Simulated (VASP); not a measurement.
The system is Re.

```
Re
1.0
     2.75089    0.00000    0.00000
    -1.37545    2.38234    0.00000
     0.00000    0.00000    4.44301
Re
2
Direct
  0.33333 0.66667 0.25000
  0.66667 0.33333 0.75000
```

Base run:

- Program: VASP 6.6.1
- Functional: PBEsol
- Potentials or basis: VASP PAW PBE potentials, release 64 (Re)
- Cutoff: 520 eV
- k mesh: 18 × 18 × 10
- Occupations: gaussian, width 0.5 eV
- Spin: no spin polarisation

Its results: band gap on the k mesh none (metal or under the smearing width); pressure 0.5 GPa.

Q: The run is repeated on the same cell with these changes: cutoff from 520 eV to 900 eV; occupations from gaussian, width 0.5 eV to gaussian, width 0.1 eV. What comes out?

A: Band gap on the k mesh none (metal or under the smearing width); pressure 0.0 GPa.

Caveats: the PAW data sets were made with another functional, which shifts forces and pressure a little.

Not every run made on this cell is shown here.
